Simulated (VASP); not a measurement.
An input for Ansatz (written as the equivalent of a VASP run, and not itself run):

Ansatz 0.2 input:
```yaml
crystal:
  lattice:
    - [0.0000000, 3.1754260, 3.1754260]
    - [3.1754260, 0.0000000, 3.1754260]
    - [3.1754260, 3.1754260, 0.0000000]
  atoms:
    - { symbol: Ta, position: [0.0000000, 0.0000000, 0.0000000] }
    - { symbol: S, position: [0.2500000, 0.2500000, 0.2500000] }
kpoints:
  mp_grid: { grid: [9, 9, 9] }
hamiltonian:
  xc: pbe
  pseudopotentials: { kind: paw }
scf:
  occupations: { method: methfessel_paxton, width: 0.1 }
  max_iter: 100
relax:
  max_steps: 60
  f_tol: 0.01
  cell: {}
output: { forces: true, stress: true, eigenvalues: true }
```

Write the VASP files for the same calculation (PBE).

This is not unique; one that fits is 
### POSCAR
```
TaS
1
    0.0000000000     3.1754260000     3.1754260000
    3.1754260000     0.0000000000     3.1754260000
    3.1754260000     3.1754260000     0.0000000000
Ta S
1 1
Direct
  0.0000000000   0.0000000000   0.0000000000
  0.2500000000   0.2500000000   0.2500000000
```

INCAR:
```
LMAXMIX = 6   ! l cut-off of mixed one-centre charges
NELM = 100   ! most electronic steps
IBRION = 2
NSW = 60
GGA = PE
LCHARG = .False.
ISMEAR = 1   ! Methfessel-Paxton
LWAVE = .False.
SYSTEM = TaS
LREAL = .False.
ISIF = 3   ! ions, shape and volume
EDIFFG = -0.01   ! ionic stop
EDIFF = 1E-6   ! SCF stop (eV)
PREC = Accurate
LASPH = .True.
SIGMA = 0.1
ALGO = Normal
ENCUT = 400   ! plane-wave cut-off (eV)
```

File KPOINTS:
```
Automatic mesh
0
Gamma
9 9 9
0 0 0
```

POTCAR, in this order: Ta_pv S (PBE.64 set). Program: vasp_std.

Limits of the translation: each code has its own PAW files, so the cut-off isn't converted (ENCUT is set for VASP's; basis.ecutwfc is left out, and Ansatz then takes the one that its files recommend); Ansatz stops its SCF on the density residual and VASP on the energy change (EDIFF).

The structure was generated: TaS was put into the zinc blende type (F-43m), which need not be its known phase. This run relaxes it. Symmetry was kept, so distortions that lower it aren't found.
